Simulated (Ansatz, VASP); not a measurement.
# BeZn2TeSe2: VASP beside Ansatz, part 2 of 2

One calculation is typed for both programs; each brings its own data sets. How far apart do they land? The cell is generated by rule, not measured, and may not be a known phase. The cell is taken from a series of runs on this material, whose earlier steps may have relaxed, scaled, displaced or heated it; both programs get it as it stands.

VASP 6.6.1 and Ansatz 0.2.0.

So far: Set-up; VASP: relaxation of cell and atoms, PBE, pair 1; Ansatz: relaxation of cell and atoms, PBE, pair 1.

## (4) Differences

Known differences besides the potentials themselves: the data sets hold 74 valence electrons in Ansatz (on its default PAW (the set named soft_2) files) and 44 in VASP; the cutoff is 420 eV in Ansatz and 600 eV in VASP; Ansatz adds a Pulay correction to the stress that steers its cell, VASP none. Total energies have different zeros and are not compared.

Both answers:

```csv
quantity,Ansatz,VASP,difference
volume (Å³),139.52,139.90,-0.27 %
"edge a after relaxation, in the typed setting (Å)",4.038,4.043,-0.10 %
"edge b after relaxation, in the typed setting (Å)",4.016,4.019,-0.07 %
"edge c after relaxation, in the typed setting (Å)",9.062,9.071,-0.10 %
```

## (5) Ansatz: relaxation of cell and atoms, PBE, pair 2

The relaxed volume is the usual yardstick between codes: in a stiff, nearly cubic crystal its relative difference is about their pressure difference at one cell divided by the bulk modulus.

The cell is taken from a series of runs on this material, whose earlier steps may have relaxed, scaled, displaced or heated it; both programs get it as it stands.

Input file input.yaml:

```yaml
crystal:
  lattice:
    - [2.8556024886, 2.8556024886, 0.0]
    - [-2.8396464594, 2.8396464594, 0.0]
    - [2.847624474, 0.0079780146, 8.6028226478]
  atoms:
    - { symbol: Be, position: [0.6748468686, 0.3251531314, 0.6503062629] }
    - { symbol: Se, position: [0.4126595459, 0.0873404541, 0.1746809082] }
    - { symbol: Se, position: [0.7437417324, 0.7562582676, 0.5125165352] }
    - { symbol: Te, position: [0.0941441003, 0.4058558997, 0.8117117993] }
    - { symbol: Zn, position: [-0.003697445, 0.003697445, 0.0073948899] }
    - { symbol: Zn, position: [0.3283051977, 0.6716948023, 0.3433896046] }
kpoints:
  mp_grid: { grid: [8, 8, 8] }
hamiltonian:
  xc: pbe
scf:
  occupations: { method: fixed }
output:
  forces: true
  stress: true
  eigenvalues: true
relax:
  adjacent_minimum: "off"
  f_tol: 0.001
  max_steps: 60
  cell: { stress_tol: 0.01 }
```

Command:

```bash
ansatz run input.yaml --threads 8 --pin off --max-ram 14336MiB --backend cpu --events-out ev --progress --plain --runs-dir out
```

Numbers of over 12 decimals in the logs are rounded to 6 here.

Output:

```text
[...]
Crystal: 6 atoms, lattice volume = 139.519 Å³
Basis set: ecut = 420 eV, 2737 PW (Γ), exchange–correlation on 54×54×128 points (8 copies of the dense FFT grid, shifted against one another)
Bands: 45, of which v1, the nominal top of the filled ones, is band 37 counted from 1 (36 counted from 0)
Symmetry: 4 space group operations
[...]
- [-2.838555, 2.838555, 1.6075131094381558e-19]
    - [2.846464, 0.00790846, 8.608308]
  atoms:
    - { symbol: Be, position: [0.674836, 0.325164, 0.650328] }
    - { symbol: Se, position: [0.412681, 0.087319, 0.174638] }
    - { symbol: Se, position: [0.743751, 0.756249, 0.512499] }
    - { symbol: Te, position: [0.094148, 0.405852, 0.811704] }
    - { symbol: Zn, position: [-0.00370286, 0.00370286, 0.00740572] }
    - { symbol: Zn, position: [0.328287, 0.671713, 0.343427] }
[key lines of the parts left out:]
SCF converged after 8 iterations
Free energy (F): -24652.483728 eV
Fermi energy:    6.927438 eV
P = ⅓ Tr σ = 0.0001 GPa (0.001 kbar)
```

## (6) VASP: relaxation of cell and atoms, PBE, pair 2

The same cell, functional and mesh now go to VASP, with its own data sets.

Input file INCAR:

```
SYSTEM = BeZn2TeSe2
PREC = Accurate
ENCUT = 600
EDIFF = 1E-07
NELM = 120
ISMEAR = 0
SIGMA = 0.01
LREAL = .FALSE.
ALGO = Normal
GGA = PE
NBANDS = 28
LORBIT = 11
LWAVE = .FALSE.
LCHARG = .FALSE.
ISIF = 3
IBRION = 2
NSW = 80
EDIFFG = -0.005
LASPH = .TRUE.
GGA_COMPAT = .FALSE.
NELMIN = 4
EFERMI = MIDGAP
KPAR = 2
```

Input file POSCAR:

```
BeZn2TeSe2
1.0
    2.8556020000      2.8556020000      0.0000000000
   -2.8396460000      2.8396460000      0.0000000000
    2.8476240000      0.0079780000      8.6028230000
Be Se Te Zn
1 2 1 2
Direct
    0.6748469078      0.3251530922      0.6503061844
    0.4126595421      0.0873404579      0.1746809158
    0.7437419096      0.7562584415      0.5125165309
    0.0941440967      0.4058559033      0.8117118067
    0.9963025509      0.0036974491      0.0073948982
    0.3283051970      0.6716948030      0.3433896059
```

Input file KPOINTS:

```
Automatic mesh
0
Gamma
8 8 8
0 0 0
```

PAW data sets: Be, Se, Te and Zn (PBE family, release 64).

Command:

```bash
mpirun -np 2 vasp_std
```

Output:

```text
[... set-up lines as in an earlier step ...]
 entering main loop
       N       E                     dE             d eps       ncg     rms          rms(c)
DAV:   1     0.302661445396E+03    0.30266E+03   -0.21264E+04  5320   0.179E+03
DAV:   2     0.133561920269E+02   -0.28931E+03   -0.27968E+03  5456   0.368E+02
DAV:   3    -0.192963776923E+02   -0.32653E+02   -0.32129E+02  6204   0.121E+02
DAV:   4    -0.203579380682E+02   -0.10616E+01   -0.10592E+01  6616   0.202E+01
[...]
DAV:  15    -0.196609696727E+02   -0.72950E-06   -0.24147E-06  6400   0.167E-02    0.157E-03
DAV:  16    -0.196609698077E+02   -0.13505E-06   -0.38955E-07  5904   0.104E-02    0.118E-03
DAV:  17    -0.196609698420E+02   -0.34252E-07   -0.17240E-07  4772   0.422E-03
   1 F= -.19660970E+02 E0= -.19660970E+02  d E =-.196610E+02
[...]
2 F= -.19661118E+02 E0= -.19661118E+02  d E =-.147877E-03
[...]
3 F= -.19661124E+02 E0= -.19661124E+02  d E =-.154492E-03
[...]
4 F= -.19661124E+02 E0= -.19661124E+02  d E =-.154158E-03
[...]
5 F= -.19661130E+02 E0= -.19661130E+02  d E =-.626023E-05
 trial-energy change:   -0.000006  1 .order   -0.000006   -0.000007   -0.000005
 step:   3.0801(harm=  3.0801)  dis= 0.00068  next Energy=   -19.661136 (dE=-0.116E-04)
 reached required accuracy - stopping structural energy minimisation
```

OUTCAR, selected parts (step 6):

```text
  Total       -0.0127464     -0.0127464      0.0058861     -0.0003697      0.0000000      0.0000000
  in kB       -0.1460040     -0.1460040      0.0674223     -0.0042348      0.0000000      0.0000000
  external PRESSURE =      -0.0748619 kB  Pullay stress =       0.0000000 kB

 POSITION                                       TOTAL-FORCE (eV/Angst)
 -----------------------------------------------------------------------------------
      2.85779      2.85779      5.60079        -0.000000     -0.000000      0.000673
      1.42889      1.42889      1.50425        -0.000000      0.000000     -0.001407
      1.43712      4.27846      4.41481        -0.000000     -0.000000      0.002506
      1.42889      1.42889      6.99117         0.000000      0.000000     -0.001197
      2.85779      2.85779      0.06322         0.000000      0.000000     -0.003430
      0.00822      2.84957      2.95804        -0.000000     -0.000000      0.002855
 -----------------------------------------------------------------------------------
    total drift:                                0.000378     -0.000364      0.000413

  FREE ENERGIE OF THE ION-ELECTRON SYSTEM (eV)
  ---------------------------------------------------
  free  energy   TOTEN  =       -19.6611302599 eV

  energy  without entropy=      -19.6611302599  energy(sigma->0) =      -19.66113026

[... 1 part as in an earlier step ...]

[... 3 further parts left out ...]
[key lines of the parts left out:]
E-fermi :   3.4681
```

## (7) Differences

What differs besides the data sets and the points named for the pairs above, as far as they apply: fixed occupations in Ansatz, narrow Gaussian smearing in VASP; the data sets hold 74 valence electrons in Ansatz (on its default PAW (the set named soft_2) files) and 44 in VASP. Total energies have different zeros and are not compared.

The two programs side by side:

```
                                         quantity  Ansatz    VASP  difference
                                      volume (Å³)  139.49  139.87     -0.27 %
edge a after relaxation, in the typed setting (Å)   4.037   4.042     -0.12 %
edge b after relaxation, in the typed setting (Å)   4.014   4.018     -0.10 %
edge c after relaxation, in the typed setting (Å)   9.067   9.072     -0.06 %
```

## (8) Summary of results

| Quantity | Value |
| --- | --- |
| difference in volume (relaxation of cell and atoms, PBE, pair 1) | -0.27 % |
| difference in volume (relaxation of cell and atoms, PBE, pair 2) | -0.27 % |

In words: The difference in volume is -0.27 % (relaxation of cell and atoms, PBE, pair 2), within the 1.2 % picked in this series as the mark of a large difference, as far as the stopping tolerances let one tell. The data sets hold unlike numbers of valence electrons (74 in Ansatz and 44 in VASP), so part of the differences comes from the potentials. 1 further run of this series is not shown here. How closely two codes agree says nothing of how well the functional describes the real material.

[Lines on the potential files, build, host, timing and source positions are cut from VASP's logs without a mark.]

[Logs are printed without paths, hosts, clocks, repeated set-up lines and the standing remarks that a program may print on its own settings, such as how far it seeks lower states.]

[Hosts, paths, dates, database ids (printed as entryN), source tags and the programs' standing remarks are cut or masked in the printed files.]
